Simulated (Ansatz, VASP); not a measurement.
Be2Si: VASP beside Ansatz

Contents of INCAR:

```
SYSTEM = Be2Si
ALGO = Normal ; EDIFF = 1E-7
ENCUT = 520 ; GGA = CA
ISIF = 2 ; ISMEAR = 0
LASPH = .True. ; LCHARG = .False.
LREAL = .False. ; LWAVE = .False.
NBANDS = 11 ; NELM = 60
PREC = Accurate ; SIGMA = 0.05
```

File KPOINTS:

```
k-points
0
Gamma
  9 9 9
  0 0 0
```

File POSCAR:

```
Be2Si
3.7335
    0.000000000000      0.707111289675      0.707111289675
    0.707111289675      0.000000000000      0.707111289675
    0.707111289675      0.707111289675      0.000000000000
Si Be
1 2
Direct
    0.0000000000      0.0000000000      0.0000000000
    0.2500000000      0.2500000000      0.2500000000
    0.7500000000      0.7500000000      0.7500000000
```

The input input.yaml:

```yaml
crystal:
  lattice:
    - [0.0, 2.64, 2.64]
    - [2.64, 0.0, 2.64]
    - [2.64, 2.64, 0.0]
  atoms:
    - { symbol: Si, position: [0.0, 0.0, 0.0] }
    - { symbol: Be, position: [0.25, 0.25, 0.25] }
    - { symbol: Be, position: [0.75, 0.75, 0.75] }
hamiltonian:
  xc: lda
  pseudopotentials: { kind: paw }
kpoints:
  mp_grid: { grid: [9, 9, 9] }
scf:
  occupations: { method: gaussian, width: 0.05 }
output:
  forces: true
  stress: true
  eigenvalues: true
```

The cell comes from a database or a generator and needn't be the stable form of this composition.

Alike in both runs: task single point; functional LDA; k mesh 9 × 9 × 9; occupations gaussian, width 0.05 eV; no spin polarisation.

|  | VASP | Ansatz |
| --- | --- | --- |
| version | VASP 6.6.1 | Ansatz 0.2.0 |
| potentials or method | VASP PAW LDA potentials, release 54 (Si, Be) | Ansatz PAW |
| plane-wave cutoff (eV) | 520 | 420 |
| valence electrons in the cell | 8 | 8 |

VASP gave:

```
gap on the k mesh at the Fermi level (eV) : none
pressure (GPa)                            : -3.6
```

Q: Estimate Ansatz's values.

A: gap on the k mesh at the Fermi level (eV): none; pressure (GPa): -3.8.

A gap of «none» marks a metal or a gap that the smearing closes.

Caveats: the PAW data sets come from PBE, with cores solved anew for the run's functional, which leaves a small shift of forces and pressure (Ansatz).
